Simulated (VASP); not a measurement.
All values below come from PBE GGA, VASP's PBE PAW potentials (set 64) (plane waves; VASP 6.6.1).

A VASP calculation is set up with these files.

INCAR:
```
! general
SYSTEM  = ZnS
PREC    = Accurate
ENCUT   = 300
LREAL   = .False.
LASPH   = .True.

! electronic loop
EDIFF   = 1E-6
NELM    = 100
ALGO    = Normal
LMAXMIX = 4

! smearing
ISMEAR  = 0
SIGMA   = 0.01

! functional
GGA     = PE

! ions
ISIF    = 2

! output
LWAVE   = .False.
LCHARG  = .False.
```

### KPOINTS
```
Regular mesh
0
G
  7 7 2
0 0 0
```

POSCAR:
```
ZnS
1
    3.8081880000     0.0000000000     0.0000000000
   -1.9040940000     3.2979870000     0.0000000000
    0.0000000000     0.0000000000    12.4501090000
Zn S
4 4
Direct
  0.6666670000   0.3333330000   0.7499300000
  0.3333330000   0.6666670000   0.2499300000
  0.0000000000   0.0000000000   0.5000000000
  0.0000000000   0.0000000000   0.0000000000
  0.6666670000   0.3333330000   0.9377300000
  0.3333330000   0.6666670000   0.4377300000
  0.0000000000   0.0000000000   0.6873400000
  0.0000000000   0.0000000000   0.1873400000
```

POTCAR, in this order: Zn S (PBE.64 set). Program: vasp_std.

The run wrote:

### OSZICAR
```
       N       E                     dE             d eps       ncg     rms          rms(c)
DAV:   1     0.462588414477E+03    0.46259E+03   -0.24787E+04  1376   0.138E+03
DAV:   2     0.241003904358E+02   -0.43849E+03   -0.42560E+03  1443   0.348E+02
DAV:   3    -0.273493644241E+02   -0.51450E+02   -0.51086E+02  1542   0.122E+02
DAV:   4    -0.290179207356E+02   -0.16686E+01   -0.16639E+01  1664   0.228E+01
DAV:   5    -0.290455243157E+02   -0.27604E-01   -0.27585E-01  1645   0.292E+00    0.146E+01
DAV:   6    -0.272921667203E+02    0.17534E+01   -0.38158E+00  2113   0.419E+01    0.111E+01
DAV:   7    -0.274564338573E+02   -0.16427E+00   -0.55554E+00  1535   0.909E+00    0.392E+00
DAV:   8    -0.273436227298E+02    0.11281E+00   -0.45644E-01  1710   0.607E+00    0.126E+00
DAV:   9    -0.273419392328E+02    0.16835E-02   -0.11527E-01  1741   0.310E+00    0.424E-01
DAV:  10    -0.273421224093E+02   -0.18318E-03   -0.40597E-03  1585   0.749E-01    0.293E-01
DAV:  11    -0.273423711711E+02   -0.24876E-03   -0.45931E-04  1837   0.236E-01    0.172E-01
DAV:  12    -0.273426264387E+02   -0.25527E-03   -0.39055E-04  1454   0.223E-01    0.607E-02
DAV:  13    -0.273426166529E+02    0.97858E-05   -0.66963E-05  1808   0.133E-01    0.267E-02
DAV:  14    -0.273426212435E+02   -0.45906E-05   -0.29729E-05  1796   0.823E-02    0.978E-03
DAV:  15    -0.273426225611E+02   -0.13176E-05   -0.77340E-06  1557   0.288E-02    0.550E-03
DAV:  16    -0.273426226595E+02   -0.98385E-07   -0.45911E-07   805   0.943E-03
   1 F= -.27342623E+02 E0= -.27342623E+02  d E =-.114929E-23
```

**OUTCAR**
```
------------------------ aborting loop because EDIFF is reached ----------------------------------------
  FORCE on cell =-STRESS in cart. coord.  units (eV):
  Direction    XX          YY          ZZ          XY          YZ          ZX
  --------------------------------------------------------------------------------------
  Total        2.1940632      2.1940625      2.2776568      0.0000000      0.0000000      0.0000000
  in kB       22.4811871     22.4811796     23.3377183      0.0000000      0.0000000      0.0000000
  external PRESSURE =      22.7666950 kB  Pullay stress =       0.0000000 kB
  volume of cell :      156.37
      direct lattice vectors                 reciprocal lattice vectors
     3.808188000  0.000000000  0.000000000     0.262592078  0.151607632  0.000000000
    -1.904094000  3.297987000  0.000000000     0.000000000  0.303215264  0.000000000
     0.000000000  0.000000000 12.450109000     0.000000000  0.000000000  0.080320582
  FREE ENERGIE OF THE ION-ELECTRON SYSTEM (eV)
  ---------------------------------------------------
  free  energy   TOTEN  =       -27.3426226595 eV

  energy  without entropy=      -27.3426226595  energy(sigma->0) =      -27.34262266
```
(Selected blocks of OUTCAR.)

At this cut-off the stress carries a Pulay error, which pulls relaxed volumes low.

The structure comes from a computed database's ZnS entry; how it stands against other phases isn't given here. The cell was not relaxed at this level.
